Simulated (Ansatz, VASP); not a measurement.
**ScF3 in VASP and in Ansatz**

```
Sc F
1.0
     4.01245    0.00000    0.00000
     0.00000    4.01245    0.00000
     0.00000    0.00000    3.69145
Sc F
1 3
Direct
  0.00000 0.00000 0.00000
  0.50000 0.00000 0.00000
  0.00000 0.50000 0.00000
  0.00000 0.00000 0.50000
```

Change from the starting cell: strain +0.000 along x and y, -0.080 along z, atoms carried along.

Alike in both runs: task single point; functional LDA; k mesh 6 × 6 × 6; occupations gaussian, width 0.05 eV; no spin polarisation.

|  | VASP | Ansatz |
| --- | --- | --- |
| version | VASP 6.6.1 | Ansatz 0.2.0 |
| potentials or method | VASP PAW LDA potentials, release 64 (Sc_sv, F) | scalar-relativistic, plane waves, PAW |
| plane-wave cutoff (eV) | 520 | 420 |
| valence electrons in the cell | 32 | 32 |

VASP gave:

- gap on the k mesh at the Fermi level (eV): 6.32
- least direct gap on the mesh (eV): 6.88
- pressure (GPa): 9.4
- largest component of the traceless stress (GPa): 20.25

Question: Which values does Ansatz return?

Answer: gap on the k mesh at the Fermi level (eV): 6.35; least direct gap on the mesh (eV): 6.90; pressure (GPa): 8.4; largest component of the traceless stress (GPa): 19.65.

A k mesh can miss the band edges.
